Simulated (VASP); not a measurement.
Consider the following.

```yaml
crystal:
  lattice:
    - [2.83318, 0.00000, 0.00000]
    - [0.00000, 2.83318, 0.00000]
    - [0.00000, 0.00000, 2.83318]
  atoms:
    - { symbol: Al, position: [0.50000, 0.50000, 0.50000] }
    - { symbol: Ru, position: [0.00000, 0.00000, 0.00000] }
```

The numbers are results of PBEsol GGA, VASP's PBE PAW potentials (set 64) (plane waves; VASP), not measurements. Run with 500 eV cut-off, 13×13×13 Γ-centred mesh, first-order Methfessel-Paxton smearing of 0.10 eV, potentials Al Ru_pv.

Problem. Estimate the energy per atom (σ→0), pressure, band gap (on the k-mesh) with the smallest direct gap where there is one.

Solution. 
```yaml
band gap (on the k-mesh): none (metal, semimetal or under 0.01 eV)
energy per atom (σ→0): -7.538 eV/atom
pressure: 44.92 GPa
```

The absolute energy has meaning only against runs of the same code, potentials and settings.

The compound is RuAl in the CsCl type structure. It was relaxed first under an external pressure of 45 GPa. The electron count is odd and the run is not spin-polarised, which forces a metal.
